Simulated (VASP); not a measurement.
Consider the following.

```
CELL_PARAMETERS angstrom
      0.00000     3.08570     3.08570
      3.08570     0.00000     3.08570
      3.08570     3.08570     0.00000
ATOMIC_POSITIONS crystal
  Sn 0.00000 0.00000 0.00000
  Te 0.50000 0.50000 0.50000
```

Level of theory: LDA (Ceperley-Alder, Perdew-Zunger), VASP's LDA PAW potentials (set 64) (plane waves; VASP 6.6.1). Run with 520 eV cut-off, 7×7×7 Γ-centred mesh, Gaussian smearing of 0.050 eV, potentials Sn_d Te.

Give the stress tensor in GPa (positive for a compressed cell).

```
1.64  0.00  0.00
0.00  1.64  0.00
0.00  0.00  1.64
```
The pressure is its mean diagonal, 1.64 GPa.

The compound is SnTe in the rock salt structure, which distorts at low temperature. This cell is one point of a volume scan, at 0.97 of the reference volume.
